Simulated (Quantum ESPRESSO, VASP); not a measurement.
This is a calculation of RbRe3 for VASP 6.6.1. The cell comes from a database or a generator and needn't be the stable form of this composition.

Contents of INCAR:

```
SYSTEM = RbRe3
PREC     = Accurate       ! precision mode
ENCUT    = 520            ! plane-wave cutoff, eV
EDIFF    = 1E-7           ! SCF threshold, eV
ISMEAR   = -1             ! smearing method
SIGMA    = 0.05           ! smearing width, eV
LREAL    = .False.        ! projectors in reciprocal space
LASPH    = .True.         ! aspherical terms in the spheres
NELM     = 100            ! most SCF steps
ALGO     = Normal         ! electronic algorithm
ISIF     = 2              ! what is computed and relaxed
LWAVE    = .False.        ! write WAVECAR
LCHARG   = .False.        ! write CHGCAR
GGA      = PE             ! functional
NBANDS   = 23             ! bands
```

Contents of KPOINTS:

```
Automatic mesh
0
Gamma
  7 7 7
  0 0 0
```

The input POSCAR:

```
RbRe3
1.0
   -2.9464220700      2.9464220700      2.9464220700
    2.9464220700     -2.9464220700      2.9464220700
    2.9464220700      2.9464220700     -2.9464220700
Rb Re
1 3
Direct
    0.0000000000      0.0000000000      0.0000000000
    0.0000000000      0.5000000000      0.5000000000
    0.5000000000      0.0000000000      0.5000000000
    0.5000000000      0.5000000000      0.0000000000
```

Potentials or basis: VASP PAW PBE potentials, release 64 (Rb_sv, Re).

Launch:

```console
$ cat potpaw_PBE.64/Rb_sv/POTCAR potpaw_PBE.64/Re/POTCAR > POTCAR
$ mpirun -np 1 vasp_std > vasp.out
```

**Question.** Set up the same calculation for Quantum ESPRESSO 7.5. Potentials or basis there: SSSP 1.3 efficiency PBE, cutoff 816 eV.

**Answer.** As run (cutoffs and basis follow the program's own potentials, and thresholds, step limits or extra output files can differ):

The input pw.in:

```
&CONTROL
  calculation = 'scf'
  prefix = 'pwscf'
  outdir = './tmp'
  pseudo_dir = './pseudo'
  tprnfor = .true.
  tstress = .true.
  disk_io = 'low'
/
&SYSTEM
  ibrav = 0
  nat = 4
  ntyp = 2
  ecutwfc = 60
  ecutrho = 440
  nbnd = 37
  occupations = 'smearing'
  smearing = 'fd'
  degauss = 0.00367493
/
&ELECTRONS
  conv_thr = 8d-10
  electron_maxstep = 120
  mixing_beta = 0.5
/
ATOMIC_SPECIES
Rb    85.4678 Rb_ONCV_PBE-1.0.oncvpsp.upf
Re   186.2070 Re_pbe_v1.2.uspp.F.UPF
CELL_PARAMETERS angstrom
  -2.9464220700    2.9464220700    2.9464220700
   2.9464220700   -2.9464220700    2.9464220700
   2.9464220700    2.9464220700   -2.9464220700
ATOMIC_POSITIONS crystal
Rb     0.0000000000    0.0000000000    0.0000000000
Re     0.0000000000    0.5000000000    0.5000000000
Re     0.5000000000    0.0000000000    0.5000000000
Re     0.5000000000    0.5000000000    0.0000000000
K_POINTS automatic
7 7 7 0 0 0
```

Contents of pp_density.in:

```
&INPUTPP
  prefix = 'pwscf'
  outdir = './tmp'
  filplot = 'density.dat'
  plot_num = 0
/
&PLOT
  nfile = 1
  filepp(1) = 'density.dat'
  iflag = 3
  output_format = 6
  fileout = 'density.cube'
/
```

The input pp_potential.in:

```
&INPUTPP
  prefix = 'pwscf'
  outdir = './tmp'
  filplot = 'potential.dat'
  plot_num = 11
/
&PLOT
  nfile = 1
  filepp(1) = 'potential.dat'
  iflag = 3
  output_format = 6
  fileout = 'potential.cube'
/
```

Potentials or basis: SSSP 1.3 efficiency PBE.

Command:

```bash
$ OMP_NUM_THREADS=1 pw.x -in pw.in > pw.out
$ OMP_NUM_THREADS=1 pp.x -in pp_density.in > pp_density.out
$ OMP_NUM_THREADS=1 pp.x -in pp_potential.in > pp_potential.out
```

Both were run:

|  | VASP | Quantum ESPRESSO |
| --- | --- | --- |
| Pressure | -18.7 GPa | -18.9 GPa |

The potentials hold 30 and 54 valence electrons a cell.

The cell lies far from this level's equilibrium.

Pressure is positive in compression.
